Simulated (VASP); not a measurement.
Here is the system:

```
CELL_PARAMETERS angstrom
      4.39706     0.00000     0.00000
     -2.19853     3.80797     0.00000
      0.00000     0.00000     2.46472
ATOMIC_POSITIONS crystal
  P  0.00000 0.00000 0.00000
  P  0.33333 0.66667 0.50000
  P  0.63255 0.33333 0.50000
```

All values below come from PBEsol GGA, VASP's PBE PAW potentials (set 64) (plane waves; VASP 6.6.1). Run with 480 eV cut-off, 8×8×12 Γ-centred mesh, first-order Methfessel-Paxton smearing of 0.10 eV, potentials P.

Problem. Predict the energy per atom (σ→0), pressure, largest force, band gap (on the k-mesh) with the smallest direct gap where there is one.

Solution. 
```
Property                                                    Result
------------------------  ----------------------------------------
band gap (on the k-mesh)  none (metal, semimetal or under 0.01 eV)
energy per atom (σ→0)                               -5.215 eV/atom
pressure                                                  1.50 GPa
largest force                                           0.188 eV/Å
```

Total energies compare only between runs with the same potentials, cut-off and functional.

The structure was generated: P was put into the omega type (P6/mmm), which need not be its known phase. This cell was strained or had an atom moved on purpose. VASP warned that the highest band is occupied, so more bands are needed.
